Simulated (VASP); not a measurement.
Data:

```yaml
crystal:
  lattice:
    - [2.00000, 1.15470, 8.44000]
    - [-2.00000, 1.15470, 8.44000]
    - [0.00000, -2.30940, 8.44000]
  atoms:
    - { symbol: Se, position: [0.61650, 0.61650, 0.61650] }
    - { symbol: Se, position: [0.82810, 0.82810, 0.82810] }
    - { symbol: In, position: [0.00000, 0.00000, 0.00000] }
    - { symbol: In, position: [0.11140, 0.11140, 0.11140] }
```

Method: LDA (Ceperley-Alder, Perdew-Zunger), VASP's LDA PAW potentials (set 64) (plane waves; VASP 6.6.1). Numerical set-up: 300 eV cut-off, 6×6×6 Γ-centred mesh, Fermi-Dirac smearing of 0.050 eV, potentials Se In_d.

At this cut-off the stress carries a Pulay error, which pulls relaxed volumes low. Unless said otherwise, spin-orbit coupling is left out, though it shifts the bands of the heavy elements here.

Q: Predict the energy per atom (σ→0), pressure, largest force, band gap (on the k-mesh) with the smallest direct gap where there is one.

A: 
```yaml
band gap (on the k-mesh): 0.23 eV
smallest direct gap (on the k-mesh): 0.23 eV
energy per atom (σ→0): -4159 meV/atom
pressure: -1.56 GPa
largest_force: 0.00979 Ry/bohr
```

Only differences to runs with the same potentials and settings are physical.

The structure comes from a measured InSe entry of the Crystallography Open Database, whose conditions weren't checked. The cell was not relaxed at this level.
